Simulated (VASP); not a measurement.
Given:

```xyz
2
Lattice="0.0000 2.7393 2.7393 2.7393 0.0000 2.7393 2.7393 2.7393 0.0000" Properties=species:S:1:pos:R:3 pbc="T T T"
Al     0.0000     0.0000     0.0000
As     1.3696     1.3696     1.3696
```

All values below come from PBEsol GGA, VASP's PBE PAW potentials (set 64) (plane waves; VASP 6.6.1). Numerical set-up: 500 eV cut-off, 8×8×8 Γ-centred mesh, Gaussian smearing of 0.050 eV, potentials Al As.

Problem. Predict the energy per atom (σ→0), pressure, band gap (on the k-mesh) with the smallest direct gap where there is one.

Solution. 
```yaml
band gap (on the k-mesh): 1.13 eV
smallest direct gap (on the k-mesh): 2.77 eV
energy per atom (σ→0): -4.965 eV/atom
pressure: 9.95 GPa
```

The compound is AlAs in the zinc blende structure. It was relaxed first under an external pressure of 10 GPa.
